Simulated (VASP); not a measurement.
Runs of VASP 6.6.1 on BiTe. The structure is cubic, space group Fm-3m (No. 225). Conventional cell: a = 6.470 Å, b = 6.470 Å, c = 6.470 Å, α = 90.00°, β = 90.00°, γ = 90.00°. Bi (site symmetry m-3m) is surrounded by 6 Te at 3.23 Å. Around Te (site symmetry m-3m) lie 6 Bi at 3.23 Å. 

```csv
task,level,potentials or basis,cell,gap on the mesh (eV),pressure (GPa)
electric field gradients,r2SCAN,"VASP PAW PBE potentials, release 64 (Bi_d, Te)",as given,none,0.0
single point,PBEsol,"VASP PAW PBE potentials, release 64 (Bi_d, Te)","functional pbesol, volume scaled by 0.96",none,(a)
single point,PBEsol,"VASP PAW PBE potentials, release 64 (Bi_d, Te)",as given,none,-1.7
single point,LDA,"VASP PAW LDA potentials, release 64 (Bi_d, Te)",as given,none,-2.7
```

Alike in all rows: no spin polarisation; k mesh 10 × 10 × 10; cutoff (eV) 520; smearing fermi-dirac 0.03 eV.

Question: Estimate the missing entries.

Answer: (a) 0.4.

Caveats: spin-orbit coupling is left out, which moves the levels of the heavy elements; the PAW data sets were made with another functional, which shifts forces and pressure a little (some runs).

A k mesh can miss the band edges, and the runs leave out spin-orbit coupling on Bi, Te.

A gap of «none» marks a metal or a gap under the smearing width.
